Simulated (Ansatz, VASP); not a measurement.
# Two plane-wave programs on MoI

INCAR

```
SYSTEM = MoI
PREC     = Accurate       ! precision mode
ENCUT    = 520            ! plane-wave cutoff, eV
EDIFF    = 1E-6           ! SCF threshold, eV
ISMEAR   = -1             ! smearing method
SIGMA    = 0.05           ! smearing width, eV
LREAL    = .FALSE.        ! projectors in reciprocal space
LASPH    = .TRUE.         ! aspherical terms in the spheres
NELM     = 100            ! most SCF steps
ALGO     = Normal         ! electronic algorithm
ISIF     = 2              ! what is computed and relaxed
LWAVE    = .FALSE.        ! write WAVECAR
LCHARG   = .FALSE.        ! write CHGCAR
LMAXMIX  = 4              ! l up to which the mixer works
GGA      = CA             ! functional
```

Contents of KPOINTS:

```
Automatic mesh
0
G
  5 5 4
  0 0 0
```

POSCAR

```
MoI
1.0
    3.6232628200      0.0000000000      0.0000000000
    0.0000000000      3.6232628200      0.0000000000
    0.0000000000      0.0000000000      5.0420814100
Mo I
1 1
Direct
    0.5000000000      0.5000000000      0.5000000000
    0.0000000000      0.0000000000      0.5000000000
```

KPOINTS_OPT

```
path GXMGZRAZ,XR,MA
10
line-mode
reciprocal
 0.0000000000  0.0000000000  0.0000000000  G
 0.0000000000  0.5000000000  0.0000000000  X

 0.0000000000  0.5000000000  0.0000000000  X
 0.5000000000  0.5000000000  0.0000000000  M

 0.5000000000  0.5000000000  0.0000000000  M
 0.0000000000  0.0000000000  0.0000000000  G

 0.0000000000  0.0000000000  0.0000000000  G
 0.0000000000  0.0000000000  0.5000000000  Z

 0.0000000000  0.0000000000  0.5000000000  Z
 0.0000000000  0.5000000000  0.5000000000  R

 0.0000000000  0.5000000000  0.5000000000  R
 0.5000000000  0.5000000000  0.5000000000  A

 0.5000000000  0.5000000000  0.5000000000  A
 0.0000000000  0.0000000000  0.5000000000  Z

 0.0000000000  0.5000000000  0.0000000000  X
 0.0000000000  0.5000000000  0.5000000000  R

 0.5000000000  0.5000000000  0.0000000000  M
 0.5000000000  0.5000000000  0.5000000000  A
```

File input.yaml:

```yaml
crystal:
  lattice:
    - [3.62326282, 0.0, 0.0]
    - [0.0, 3.62326282, 0.0]
    - [0.0, 0.0, 5.04208141]
  atoms:
    - { symbol: Mo, position: [0.5, 0.5, 0.5] }
    - { symbol: I, position: [0.0, 0.0, 0.5] }
hamiltonian:
  xc: lda
  pseudopotentials: { kind: paw }
kpoints:
  mp_grid: { grid: [5, 5, 4] }
  band_path:
    path:
      - [[0.0, 0.0, 0.0], [0.0, 0.5, 0.0], [0.5, 0.5, 0.0], [0.0, 0.0, 0.0], [0.0, 0.0, 0.5], [0.0, 0.5, 0.5], [0.5, 0.5, 0.5], [0.0, 0.0, 0.5]]
      - [[0.0, 0.5, 0.0], [0.0, 0.5, 0.5]]
      - [[0.5, 0.5, 0.0], [0.5, 0.5, 0.5]]
    npoints: 14
scf:
  occupations: { method: fermi_dirac, width: 0.05 }
  n_extra_bands: 6
output:
  forces: true
  stress: true
  eigenvalues: true
  fatbands: true
```

The cell was built by a generator and needn't be a form met in nature.

Alike in both runs: task band structure; functional LDA; k mesh 5 × 5 × 4; occupations fermi-dirac, width 0.05 eV; no spin polarisation.

```csv
,VASP,Ansatz
version,VASP 6.6.1,Ansatz 0.2.0
potentials or method,"VASP PAW LDA potentials, release 64 (Mo_sv, I)",Ansatz PAW
plane-wave cutoff (eV),520,420
valence electrons in the cell,21,31
```

|  | VASP | Ansatz | Ansatz less VASP |
| --- | --- | --- | --- |
| gap on the k mesh at the Fermi level (eV) | none | none | - |
| pressure (GPa) | 5.9 | 5.8 | -0.01 |
| largest component of the traceless stress (GPa) | 9.33 | 9.31 | -0.024 |

A gap of «none» marks a metal or a gap that the smearing closes. The two sets of potentials don't hold the same shells in valence.

Caveats: spin-orbit coupling is left out, which moves the levels of the heavy elements; an odd number of electrons without spin polarisation forces a metal; a magnetic or distorted state may lie lower; the PAW data sets come from PBE, with cores solved anew for the run's functional, which leaves a small shift of forces and pressure (Ansatz).
